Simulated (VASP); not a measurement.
Input:

```yaml
crystal:
  lattice:
    - [0.00000, 2.63160, 2.63160]
    - [2.63160, 0.00000, 2.63160]
    - [2.63160, 2.63160, 0.00000]
  atoms:
    - { symbol: Sr, position: [0.00000, 0.00000, 0.00000] }
    - { symbol: O, position: [0.50000, 0.50000, 0.50000] }
```

All values below come from PBE GGA, VASP's PBE PAW potentials (set 64) (plane waves; VASP). Settings: 520 eV cut-off, 8×8×8 Γ-centred mesh, Gaussian smearing of 0.050 eV, potentials Sr_sv O.

### Question
Give the stress tensor in GPa (positive for a compressed cell).

### Answer

```
-2.61   0.00   0.00
 0.00  -2.61   0.00
 0.00   0.00  -2.61
```
The pressure is its mean diagonal, -2.61 GPa.

The compound is SrO in the rock salt structure. The cell was not relaxed at this level.
